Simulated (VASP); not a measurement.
Consider the following.

```xyz
2
Lattice="0.0000 2.3812 2.3812 2.3812 0.0000 2.3812 2.3812 2.3812 0.0000" Properties=species:S:1:pos:R:3 pbc="T T T"
Na     0.0000     0.0000     0.0000
F      2.3812     2.3812     2.3812
```

Computed with AM05 GGA, VASP's PBE PAW potentials (set 64) (plane waves; VASP 6.6.1). Numerical set-up: 520 eV cut-off, 10×10×10 Γ-centred mesh, Gaussian smearing of 0.050 eV, potentials Na_pv F.

Question: Give the stress tensor in GPa (positive for a compressed cell).

Answer: 
```
-2.19   0.00   0.00
 0.00  -2.19   0.00
 0.00   0.00  -2.19
```
The pressure is its mean diagonal, -2.19 GPa.

The compound is NaF in the rock salt structure. This cell is one point of a volume scan, at 1.06 of the reference volume.
